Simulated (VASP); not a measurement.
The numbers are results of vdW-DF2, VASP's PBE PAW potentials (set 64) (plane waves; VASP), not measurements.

VASP ran on this input.

File POSCAR:
```
La2O3
1
    1.9604295637    -3.3955635158     0.0000000000
    1.9604295637     3.3955635158     0.0000000000
    0.0000000000     0.0000000000     6.2165644828
La O
2 3
Direct
  0.3333330000   0.6666670000   0.2475518746
  0.6666670000   0.3333330000   0.7524481254
  0.0000000000   0.0000000000   0.0000000000
  0.3333330000   0.6666670000   0.6458432896
  0.6666670000   0.3333330000   0.3541567104
```

KPOINTS:
```
Automatic mesh
0
Gamma
6 6 4
0 0 0
```

**INCAR**
```
# general
SYSTEM   = La2O3
PREC     = Accurate
ENCUT    = 520
LREAL    = F
LASPH    = T

# electronic loop
EDIFF    = 1E-7
NELM     = 100
ALGO     = Normal
LMAXMIX  = 6

# smearing
ISMEAR   = 0
SIGMA    = 0.05

# functional
GGA      = ML
LUSE_VDW = T
AGGAC    = 0.0
ZAB_VDW  = -1.8867

# ions
IBRION   = 2
NSW      = 30
ISIF     = 4
EDIFFG   = -0.01

# output
LWAVE    = F
LCHARG   = F
```

POTCAR, in this order: La O (PBE.64 set). Program: vasp_std.

Output

**OSZICAR**
```
...
DAV:  10    -0.324530811563E+02   -0.11280E-02   -0.63942E-02  2064   0.173E+00    0.238E-01
DAV:  11    -0.324526372994E+02    0.44386E-03   -0.12939E-02  1968   0.893E-01    0.122E-01
DAV:  12    -0.324527122899E+02   -0.74991E-04   -0.25188E-03  2064   0.461E-01    0.858E-02
DAV:  13    -0.324525722164E+02    0.14007E-03   -0.72329E-04  1904   0.215E-01    0.251E-02
DAV:  14    -0.324525739523E+02   -0.17359E-05   -0.18623E-04  1976   0.111E-01    0.102E-02
DAV:  15    -0.324525752918E+02   -0.13395E-05   -0.12450E-05  2040   0.349E-02    0.930E-03
DAV:  16    -0.324525743052E+02    0.98661E-06   -0.25600E-06  2104   0.160E-02    0.517E-03
DAV:  17    -0.324525740607E+02    0.24443E-06   -0.24993E-06  1800   0.111E-02    0.964E-04
DAV:  18    -0.324525739720E+02    0.88774E-07   -0.30691E-07  1344   0.492E-03
   1 F= -.32452574E+02 E0= -.32452574E+02  d E =-.324526E+02
       N       E                     dE             d eps       ncg     rms          rms(c)
DAV:   1    -0.324631000571E+02   -0.10526E-01   -0.32339E+00  1912   0.205E+01    0.730E-01
DAV:   2    -0.324684119065E+02   -0.53118E-02   -0.17700E-01  1912   0.335E+00    0.460E-01
DAV:   3    -0.324658666913E+02    0.25452E-02   -0.17294E-02  2264   0.143E+00    0.230E-01
DAV:   4    -0.324653659274E+02    0.50076E-03   -0.30437E-03  2280   0.642E-01    0.962E-02
DAV:   5    -0.324654305155E+02   -0.64588E-04   -0.17017E-03  2208   0.299E-01    0.510E-02
DAV:   6    -0.324654177133E+02    0.12802E-04   -0.44756E-04  1992   0.160E-01    0.235E-02
DAV:   7    -0.324654252375E+02   -0.75242E-05   -0.55508E-05  2024   0.696E-02    0.104E-02
DAV:   8    -0.324654244573E+02    0.78021E-06   -0.22936E-05  1816   0.332E-02    0.341E-03
DAV:   9    -0.324654245888E+02   -0.13145E-06   -0.20146E-06  1968   0.147E-02    0.135E-03
DAV:  10    -0.324654246592E+02   -0.70381E-07   -0.34122E-07  1472   0.442E-03
   2 F= -.32465425E+02 E0= -.32465425E+02  d E =-.128507E-01
       N       E                     dE             d eps       ncg     rms          rms(c)
DAV:   1    -0.324654412879E+02   -0.16699E-04   -0.50494E-03  1960   0.828E-01    0.288E-02
DAV:   2    -0.324654479241E+02   -0.66362E-05   -0.26654E-04  1944   0.130E-01    0.178E-02
DAV:   3    -0.324654440737E+02    0.38505E-05   -0.26164E-05  2256   0.557E-02    0.886E-03
DAV:   4    -0.324654432040E+02    0.86966E-06   -0.44651E-06  2296   0.248E-02    0.374E-03
DAV:   5    -0.324654432873E+02   -0.83328E-07   -0.25092E-06  1984   0.118E-02    0.202E-03
DAV:   6    -0.324654433084E+02   -0.21036E-07   -0.80677E-07  1544   0.749E-03
   3 F= -.32465443E+02 E0= -.32465443E+02  d E =-.128693E-01
       N       E                     dE             d eps       ncg     rms          rms(c)
DAV:   1    -0.324686063523E+02   -0.31631E-02   -0.43792E-01  1720   0.106E+01    0.353E-01
DAV:   2    -0.324684066964E+02    0.19966E-03   -0.26757E-02  2080   0.176E+00    0.213E-01
DAV:   3    -0.324673336111E+02    0.10731E-02   -0.41080E-03  2272   0.849E-01    0.437E-02
DAV:   4    -0.324673418004E+02   -0.81894E-05   -0.23190E-04  1888   0.137E-01    0.278E-02
DAV:   5    -0.324673450736E+02   -0.32732E-05   -0.24512E-05  2240   0.505E-02    0.833E-03
DAV:   6    -0.324673463043E+02   -0.12307E-05   -0.42665E-06  2080   0.183E-02    0.247E-03
DAV:   7    -0.324673463732E+02   -0.68916E-07   -0.37140E-07  1480   0.719E-03
   4 F= -.32467346E+02 E0= -.32467346E+02  d E =-.190306E-02
       N       E                     dE             d eps       ncg     rms          rms(c)
DAV:   1    -0.324691175670E+02   -0.17713E-02   -0.40208E-01  1712   0.102E+01    0.338E-01
DAV:   2    -0.324689227860E+02    0.19478E-03   -0.24477E-02  2072   0.168E+00    0.205E-01
DAV:   3    -0.324679494674E+02    0.97332E-03   -0.39481E-03  2272   0.820E-01    0.426E-02
DAV:   4    -0.324679542316E+02   -0.47642E-05   -0.20424E-04  1912   0.125E-01    0.266E-02
DAV:   5    -0.324679571924E+02   -0.29608E-05   -0.21621E-05  2240   0.462E-02    0.886E-03
DAV:   6    -0.324679585007E+02   -0.13083E-05   -0.42503E-06  2024   0.183E-02    0.243E-03
DAV:   7    -0.324679585647E+02   -0.63950E-07   -0.42174E-07  1456   0.748E-03
   5 F= -.32467959E+02 E0= -.32467959E+02  d E =-.251526E-02
       N       E                     dE             d eps       ncg     rms          rms(c)
DAV:   1    -0.324672128611E+02    0.74564E-03   -0.23600E-01  1536   0.378E+00    0.771E-02
DAV:   2    -0.324685015115E+02   -0.12887E-02   -0.13641E-02  1848   0.137E+00    0.586E-02
DAV:   3    -0.324684616653E+02    0.39846E-04   -0.32363E-04  2008   0.191E-01    0.433E-02
DAV:   4    -0.324684203030E+02    0.41362E-04   -0.45542E-04  2104   0.179E-01    0.209E-02
DAV:   5    -0.324684225321E+02   -0.22291E-05   -0.71360E-05  1704   0.685E-02    0.219E-02
DAV:   6    -0.324684208471E+02    0.16850E-05   -0.64986E-06  2264   0.230E-02    0.185E-02
DAV:   7    -0.324684153712E+02    0.54759E-05   -0.37826E-05  1616   0.404E-02    0.393E-03
DAV:   8    -0.324684171621E+02   -0.17909E-05   -0.18636E-05  1976   0.322E-02    0.942E-03
DAV:   9    -0.324684161723E+02    0.98973E-06   -0.33816E-06  1888   0.139E-02    0.505E-03
DAV:  10    -0.324684159094E+02    0.26294E-06   -0.20074E-06  1768   0.907E-03    0.124E-03
DAV:  11    -0.324684158616E+02    0.47809E-07   -0.12104E-07   808   0.401E-03
   6 F= -.32468416E+02 E0= -.32468416E+02  d E =-.457297E-03
       N       E                     dE             d eps       ncg     rms          rms(c)
DAV:   1    -0.324676850540E+02    0.73086E-03   -0.16636E-01  1536   0.318E+00    0.648E-02
DAV:   2    -0.324685859058E+02   -0.90085E-03   -0.95425E-03  1800   0.115E+00    0.486E-02
DAV:   3    -0.324685643394E+02    0.21566E-04   -0.28226E-04  2016   0.171E-01    0.362E-02
DAV:   4    -0.324685354363E+02    0.28903E-04   -0.33763E-04  2104   0.153E-01    0.179E-02
DAV:   5    -0.324685366015E+02   -0.11652E-05   -0.53145E-05  1736   0.593E-02    0.184E-02
DAV:   6    -0.324685352567E+02    0.13448E-05   -0.52629E-06  2272   0.199E-02    0.151E-02
DAV:   7    -0.324685316950E+02    0.35617E-05   -0.20430E-05  1656   0.304E-02    0.335E-03
DAV:   8    -0.324685324804E+02   -0.78548E-06   -0.12514E-05  1944   0.261E-02    0.630E-03
DAV:   9    -0.324685321201E+02    0.36038E-06   -0.16590E-06  1840   0.106E-02    0.389E-03
DAV:  10    -0.324685319693E+02    0.15077E-06   -0.11623E-06  1712   0.706E-03    0.102E-03
DAV:  11    -0.324685319299E+02    0.39356E-07   -0.59421E-08   736   0.311E-03
   7 F= -.32468532E+02 E0= -.32468532E+02  d E =-.573365E-03
       N       E                     dE             d eps       ncg     rms          rms(c)
DAV:   1    -0.324684526447E+02    0.79325E-04   -0.16350E-02  1424   0.955E-01    0.209E-02
DAV:   2    -0.324685435668E+02   -0.90922E-04   -0.10529E-03  1920   0.345E-01    0.185E-02
DAV:   3    -0.324685425317E+02    0.10351E-05   -0.38055E-05  2016   0.640E-02    0.125E-02
DAV:   4    -0.324685418695E+02    0.66219E-06   -0.15795E-05  2016   0.317E-02    0.572E-03
DAV:   5    -0.324685420639E+02   -0.19439E-06   -0.72410E-06  2120   0.205E-02    0.322E-03
DAV:   6    -0.324685419898E+02    0.74110E-07   -0.11589E-06  1744   0.100E-02    0.118E-03
DAV:   7    -0.324685420268E+02   -0.37045E-07   -0.72435E-07  1504   0.672E-03
   8 F= -.32468542E+02 E0= -.32468542E+02  d E =-.100969E-04
       N       E                     dE             d eps       ncg     rms          rms(c)
DAV:   1    -0.324685354018E+02    0.65880E-05   -0.23820E-03  1432   0.364E-01    0.781E-03
DAV:   2    -0.324685481183E+02   -0.12716E-04   -0.14940E-04  1920   0.132E-01    0.670E-03
DAV:   3    -0.324685480428E+02    0.75487E-07   -0.51504E-06  2032   0.234E-02    0.451E-03
DAV:   4    -0.324685479003E+02    0.14247E-06   -0.16256E-06  1936   0.108E-02    0.191E-03
DAV:   5    -0.324685478846E+02    0.15739E-07   -0.71587E-07  1536   0.703E-03
   9 F= -.32468548E+02 E0= -.32468548E+02  d E =-.159546E-04
```

OUTCAR:
```
------------------------ aborting loop because EDIFF is reached ----------------------------------------
  FORCE on cell =-STRESS in cart. coord.  units (eV):
  Direction    XX          YY          ZZ          XY          YZ          ZX
  --------------------------------------------------------------------------------------
  Total        3.7650283      3.7650279      3.7701281     -0.0000000      0.0000000      0.0000000
  in kB       72.8845173     72.8845108     72.9832408     -0.0000000      0.0000000      0.0000000
  external PRESSURE =      72.9174230 kB  Pullay stress =       0.0000000 kB
  volume of cell :       82.76
      direct lattice vectors                 reciprocal lattice vectors
     1.975570831 -3.421788900  0.000000000     0.253091406 -0.146122398 -0.000000000
     1.975570831  3.421788900 -0.000000000     0.253091406  0.146122398 -0.000000000
     0.000000000 -0.000000000  6.121639155     0.000000000  0.000000000  0.163354941
 POSITION                                       TOTAL-FORCE (eV/Angst)
 -----------------------------------------------------------------------------------
      1.97557      1.14060      1.49361         0.000000     -0.000000      0.000890
      1.97557     -1.14060      4.62803        -0.000000      0.000000     -0.000890
      0.00000      0.00000      0.00000        -0.000000     -0.000000      0.000000
      1.97557      1.14060      3.96355        -0.000000     -0.000000     -0.000215
      1.97557     -1.14060      2.15809         0.000000     -0.000000      0.000215
 -----------------------------------------------------------------------------------
    total drift:                                0.000000     -0.000000      0.000000
  FREE ENERGIE OF THE ION-ELECTRON SYSTEM (eV)
  ---------------------------------------------------
  free  energy   TOTEN  =       -32.4685478846 eV

  energy  without entropy=      -32.4685478846  energy(sigma->0) =      -32.46854788

 reached required accuracy - stopping structural energy minimisation
```
(Selected blocks of OUTCAR.)

File CONTCAR:
```
La2O3
   1.00000000000000
     1.9755708311585685   -3.4217888996077339    0.0000000000000000
     1.9755708311585685    3.4217888996077339   -0.0000000000000000
     0.0000000000000000   -0.0000000000000000    6.1216391550130504
  La              O
     2     3
Direct
     0.3333330000000032    0.6666669999999968    0.2439879272023087
     0.6666669999999968    0.3333330000000032    0.7560120727976912
     0.0000000000000000    0.0000000000000000    0.0000000000000000
     0.3333330000000032    0.6666669999999968    0.6474656513315576
     0.6666669999999968    0.3333330000000032    0.3525343486684424
```

The compound is La2O3 in the a-type structure. This cell is one point of a volume scan, at 0.94 of the reference volume. Symmetry was kept, so distortions that lower it aren't found.
